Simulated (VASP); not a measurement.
# LiAl20 in VASP: a series of runs, part 2 of 2

VASP 6.6.1. The steps go on from the part before.

## 4. Single point, PBE+D3(BJ)

The input, INCAR:

```
ALGO = Fast
EDIFF = 1E-7
ENCUT = 520
GGA = PE
ISIF = 2
ISMEAR = -1
IVDW = 12
LASPH = T
LCHARG = T
LELF = T
LREAL = Auto
LVHAR = T
LWAVE = F
NBANDS = 48
NELM = 100
PREC = Accurate
SIGMA = 0.15
```

The input, KPOINTS:

```
k-points
0
Gamma
  3 3 1
```

The input, POSCAR:

```
LiAl20
1.0
    5.7275650000      0.0000000000      0.0000000000
    0.0000000000      5.7275650000      0.0000000000
    0.0000000000      0.0000000000     20.1000000000
Al Li
20 1
Direct
    0.0000000000      0.0000000000      0.0497512438
    0.5000030554      0.0000000000      0.0497512438
    0.0000000000      0.5000030554      0.0497512438
    0.5000030554      0.5000030554      0.0497512438
    0.2923930152      0.2242488736      0.1669004975
    0.7980354653      0.2372736058      0.1546119403
    0.2420051104      0.7237805245      0.1744378109
    0.7762111822      0.7367877973      0.1565920398
   -0.0362457694      0.0100915485      0.2731890547
    0.4498072043     -0.0004539451      0.2670447761
   -0.0269922733      0.4588511872      0.2658507463
    0.5309935374      0.4872751335      0.2493482587
    0.2155017010      0.2712496497      0.3549154229
    0.6883204294      0.2396655472      0.3742985075
    0.1925250957      0.7353037460      0.3336467662
    0.6610138864      0.7498299888      0.3662437811
    0.0383409005      0.0266430848      0.4655920398
    0.5390772519     -0.0515402270      0.4715223881
   -0.0184720732      0.5284444611      0.4433681592
    0.5481736130      0.4907844782      0.4702835821
    0.2633754484      0.2962690079      0.5587313433
```

Potentials or basis: VASP PAW PBE potentials, release 64 (Al, Li_sv).

The run is started by

```sh
$ cat potpaw_PBE.64/Al/POTCAR potpaw_PBE.64/Li_sv/POTCAR > POTCAR
$ mpirun -np 1 vasp_std > vasp.out
```

OUTCAR:

```text
EDIFF = 1E-7
   ENCUT = 520
   GGA = PE
   ISIF = 2
   ISMEAR = -1
   IVDW = 12
   LASPH = T
   LREAL = Auto
   NELM = 100
   PREC = Accurate
 IVDW          = 12

 ion  position               nearest neighbor table
   1  0.000  0.000  0.050-   6 2.76   3 2.86   2 2.86   3 2.86   2 2.86   8 2.92   5 3.16   7 3.27

   2  0.500  0.000  0.050-   1 2.86   4 2.86   4 2.86   1 2.86   5 2.93   6 3.03   8 3.06   7 3.31

   3  0.000  0.500  0.050-   6 2.84   8 2.84   1 2.86   4 2.86   4 2.86   1 2.86   7 3.14   5 3.29

   4  0.500  0.500  0.050-   2 2.86   3 2.86   2 2.86   3 2.86   8 2.99   5 3.07   6 3.10   7 3.18

   5  0.292  0.224  0.167-  10 2.55  12 2.62   6 2.84   7 2.88   7 2.88   6 2.91   2 2.93  11 3.02
                             4 3.07   9 3.10   1 3.16   3 3.29
   6  0.798  0.237  0.155-  11 2.76   1 2.76  12 2.83   3 2.84   5 2.84   8 2.86   8 2.87   9 2.88
                             5 2.91   2 3.03   4 3.10  10 3.31
   7  0.242  0.724  0.174-  12 2.62   8 2.69  10 2.72  11 2.84   5 2.88   5 2.88   9 3.03   8 3.08
                             3 3.14   4 3.18  15 3.21   1 3.27   2 3.31
   8  0.776  0.737  0.157-   7 2.69  12 2.74   3 2.84   6 2.86   6 2.87   1 2.92  11 2.94   4 2.99
                             9 3.02   2 3.06   7 3.08  10 3.27
   9  0.964  0.010  0.273-  15 2.38  11 2.58  13 2.65  10 2.79   6 2.88  14 2.89  10 2.95  16 2.95
                             8 3.02   7 3.03   5 3.10  11 3.16
  10  0.450  1.000  0.267-  15 2.50   5 2.55  13 2.71   7 2.72  16 2.74   9 2.79  12 2.85  14 2.90
                             9 2.95  12 2.99   8 3.27   6 3.31
  11  0.973  0.459  0.266-  15 2.44  13 2.51  12 2.56   9 2.58   6 2.76   7 2.84   8 2.94  14 3.00
                             5 3.02   9 3.16  16 3.17  12 3.22
  12  0.531  0.487  0.249-  11 2.56   7 2.62   5 2.62   8 2.74   6 2.83  10 2.85  16 2.89  15 2.94
                            10 2.99  14 3.02  13 3.05  11 3.22
  13  0.216  0.271  0.355-  11 2.51   9 2.65  19 2.67  15 2.70  10 2.71  14 2.74  17 2.82  12 3.05
                            14 3.05  15 3.10  20 3.25
  14  0.688  0.240  0.374-  20 2.54  18 2.71  19 2.74  13 2.74  16 2.81   9 2.89  10 2.90  16 2.93
                            17 2.98  11 3.00  12 3.02  13 3.05
  15  0.193  0.735  0.334-   9 2.38  11 2.44  10 2.50  13 2.70  16 2.76  19 2.78  12 2.94  13 3.10
                            16 3.12   7 3.21  17 3.26
  16  0.661  0.750  0.366-  18 2.50  20 2.64  19 2.72  10 2.74  15 2.76  14 2.81  12 2.89  14 2.93
                             9 2.95  15 3.12  11 3.17  17 3.34
[... 201 lines left out ...]

 number of electron      63.0000003 magnetization

 Free energy of the ion-electron system (eV)
  ---------------------------------------------------
  ext. energy  EPLUGINS =         0.00000000
  ---------------------------------------------------
  free energy    TOTEN  =       -71.09607464 eV

  energy without entropy =      -70.41736546  energy(sigma->0) =      -70.75672005

 E-fermi :   2.4136     XC(G=0):  -6.3149

 val. band max:        2.3773770890   @ k =   0.3333   0.3333   0.0000
 cond. band min:       2.4580515172   @ k =   0.0000   0.0000   0.0000
 fundamental gap:      0.0806744282
 Fermi energy:         2.4136073844

 k-point     1 :       0.0000    0.0000    0.0000
  band No.  band energies     occupation
      1     -45.2469      2.00000
      2      -8.4125      2.00000
      3      -7.0980      2.00000
      4      -5.9220      2.00000
      5      -4.3609      2.00000
      6      -4.2307      2.00000
[... 219 lines left out ...]
     42       4.6425      0.00000
     43       4.8133      0.00000
 [bands above 43 left out]

------------------------ aborting loop because EDIFF is reached ----------------------------------------

 Edisp (eV)   -5.32293

 E8    (eV) :    -2.4448

  FORCE on cell =-STRESS in cart. coord.  units (eV):
  Direction    XX          YY          ZZ          XY          YZ          ZX
  --------------------------------------------------------------------------------------
  -------------------------------------------------------------------------------------
  Total      -3.27552    -3.63150     1.27383     0.12672    -0.67893     1.68733
  in kB      -7.95894    -8.82389     3.09517     0.30790    -1.64969     4.09991
  external pressure =       -4.56 kB  Pullay stress =        0.00 kB

 VOLUME and BASIS-vectors are now :
 -----------------------------------------------------------------------------
  energy-cutoff  :      520.00
  volume of cell :      659.38
      direct lattice vectors                 reciprocal lattice vectors
     5.727565000  0.000000000  0.000000000     0.174594265  0.000000000  0.000000000
     0.000000000  5.727565000  0.000000000     0.000000000  0.174594265  0.000000000
     0.000000000  0.000000000 20.100000000     0.000000000  0.000000000  0.049751244

 POSITION                                       TOTAL-FORCE (eV/Angst)
 -----------------------------------------------------------------------------------
      0.00000      0.00000      1.00000         0.303522     -0.056061      0.413906
      2.86380      0.00000      1.00000        -0.091985     -0.114169      0.585896
      0.00000      2.86380      1.00000         0.139067     -0.017613      0.454268
      2.86380      2.86380      1.00000         0.004382      0.057247      0.644607
      1.67470      1.28440      3.35470        -0.549656      0.030679     -1.291227
      4.57080      1.35900      3.10770        -0.268361     -0.162749     -0.212268
[... 13 lines left out ...]
      3.13970      2.81100      9.45270        -0.988875     -0.269356      0.553848
      1.50850      1.69690     11.23050        -0.088655     -0.073592     -0.234012
 -----------------------------------------------------------------------------------
    total drift:                               -0.000431     -0.000959      0.001752

  FREE ENERGIE OF THE ION-ELECTRON SYSTEM (eV)
  ---------------------------------------------------
  free  energy   TOTEN  =       -76.4190077008 eV

  energy  without entropy=      -75.7402985198  energy(sigma->0) =      -76.07965311
```

OSZICAR:

```text
N       E                     dE             d eps       ncg     rms          rms(c)
DAV:   1     0.174663405434E+03    0.17466E+03   -0.20076E+04   480   0.983E+02
DAV:   2    -0.561871660255E+02   -0.23085E+03   -0.21533E+03   600   0.165E+02
DAV:   3    -0.727959251729E+02   -0.16609E+02   -0.15985E+02   688   0.385E+01
[... 28 lines left out ...]
RMM:  32    -0.710960741481E+02   -0.22586E-06   -0.25963E-06   616   0.405E-03    0.150E-03
RMM:  33    -0.710960743489E+02   -0.20084E-06   -0.20601E-06   617   0.384E-03    0.106E-03
RMM:  34    -0.710960744740E+02   -0.12508E-06   -0.17772E-06   671   0.375E-03    0.522E-04
RMM:  35    -0.710960745724E+02   -0.98367E-07   -0.12456E-06   555   0.346E-03    0.524E-04
RMM:  36    -0.710960746439E+02   -0.71472E-07   -0.91869E-07   531   0.329E-03
   1 F= -.76419008E+02 E0= -.76079653E+02  d E =-.678709E+00
```

It took 5.9 min on 1 thread of Intel Xeon 6975P-C (Granite Rapids), shared host; peak memory 0.73 GiB.

What came out:

- Free energy: -76.4190 eV
- Largest force: 2.657 eV/Å
- Band gap on the k mesh: none (metal or under the smearing width)
- Dispersion energy per atom: -0.253 eV

Forces on the atoms (eV/Å):
```
Al   0.304 -0.056  0.414
Al  -0.092 -0.114  0.586
Al   0.139 -0.018  0.454
Al   0.004  0.057  0.645
Al  -0.550  0.031 -1.291
Al  -0.268 -0.163 -0.212
Al   0.039  0.293 -0.969
Al  -0.372  0.297 -0.226
Al  -1.481  0.095 -1.376
Al   1.366  0.188 -0.299
Al  -0.610  0.246 -1.181
Al  -0.311  0.028  0.642
Al   0.609 -0.410  1.098
Al   0.485 -0.343 -0.877
Al   0.828 -0.496  2.476
Al   0.632 -0.193 -1.165
Al  -0.169 -0.134 -0.422
Al  -0.488  0.956  0.830
Al   1.012  0.079  0.553
Al  -0.989 -0.269  0.554
Li  -0.089 -0.074 -0.234
```

Caveat: the k mesh is coarse (spacing up to 0.37 Å⁻¹), so the values aren't converged; the cutoff is under 1.25 times the usual one of these potentials, so pressure, stress and relaxed cells hold a basis-set (Pulay) error.
